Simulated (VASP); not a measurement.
Level of theory: PBE GGA, VASP's PBE PAW potentials (set 64) (plane waves; VASP).

VASP ran on this input.

INCAR:
```
SYSTEM = ZrO2
PREC = Accurate; ENCUT = 530; LREAL = .FALSE.
LASPH = .TRUE.
EDIFF = 1E-6; NELM = 100; ALGO = Normal
LMAXMIX = 4
ISMEAR = 0; SIGMA = 0.05
GGA = PE
IBRION = 2; NSW = 60; ISIF = 3
EDIFFG = -0.02
LWAVE = .FALSE.; LCHARG = .FALSE.
```

**KPOINTS**
```
Automatic mesh
0
Gamma
7 7 7
0 0 0
```

**POSCAR**
```
ZrO2
1.0
  0.0000000000   2.5592045838   2.5592045838
  2.5592045838   0.0000000000   2.5592045838
  2.5592045838   2.5592045838   0.0000000000
Zr O
1 2
Direct
  0.0000000000   0.0000000000   0.0000000000
  0.2500000000   0.2500000000   0.2500000000
  0.7500000000   0.7500000000   0.7500000000
```

POTCAR, in this order: Zr_sv O (PBE.64 set). Program: vasp_std.

Question: What does the run give for the energy per atom (σ→0)?

Answer: 
```json
{
  "energy per atom (σ→0)": "-9.523 eV/atom"
}
```

OSZICAR:
```
...
DAV:   8    -0.285663913448E+02    0.29306E-01   -0.17691E-01   832   0.438E+00    0.459E-01
DAV:   9    -0.285672680581E+02   -0.87671E-03   -0.14088E-02   840   0.888E-01    0.328E-01
DAV:  10    -0.285684616506E+02   -0.11936E-02   -0.46948E-03   744   0.703E-01    0.129E-01
DAV:  11    -0.285684911894E+02   -0.29539E-04   -0.15347E-03   872   0.322E-01    0.129E-01
DAV:  12    -0.285684365595E+02    0.54630E-04   -0.32791E-04   688   0.143E-01    0.514E-03
DAV:  13    -0.285684382307E+02   -0.16712E-05   -0.11763E-05   856   0.258E-02    0.328E-03
DAV:  14    -0.285684385369E+02   -0.30619E-06   -0.20863E-06   616   0.102E-02
   1 F= -.28568439E+02 E0= -.28568439E+02  d E =-.285684E+02
```

The compound is ZrO2 in the fluorite structure, the high-temperature cubic form, which is unstable at 0 K; the monoclinic form is the stable one. It was relaxed first. The start is the result of an earlier pass.
